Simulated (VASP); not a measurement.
A convergence study with VASP on LiBr (rock salt): one setting is varied, all else stays as given below, so the limit is that of these other settings.

```yaml
crystal:
  lattice:
    - [0.00000, 2.75000, 2.75000]
    - [2.75000, 0.00000, 2.75000]
    - [2.75000, 2.75000, 0.00000]
  atoms:
    - { symbol: Li, position: [0.00000, 0.00000, 0.00000] }
    - { symbol: Br, position: [0.50000, 0.50000, 0.50000] }
```

Calculation: PBE GGA, VASP's PBE PAW potentials (set 64) (plane waves; VASP 6.6.1). The tightest run used: 700 eV cut-off, 17×17×17 Γ-centred mesh, Gaussian smearing of 0.050 eV, potentials Li_sv Br.

| setting | E (eV/atom) | pressure (GPa) | irreducible k-points |
|---|---|---|---|
| 1×1×1 mesh | 0.3200 | 40.17 | 1 |
| 2×2×2 mesh | -2.9996 | 5.36 | 3 |
| 3×3×3 mesh | -3.2846 | 0.89 | 4 |

### Question
These are the cheaper rows. Estimate the results at 17×17×17 mesh, and how far the last row shown lies from them.

### Answer

```
quantity        tightest run  last row shown is off by
--------------  ------------  ------------------------
E (eV/atom)          -3.3211                    0.0364
pressure (GPa)          0.08                      0.81
```

Left out are rungs that failed or repeat a setting and relaxations that didn't move; long series are thinned to 24 rows.

The compound is LiBr in the rock salt structure. The cell was not relaxed at this level.
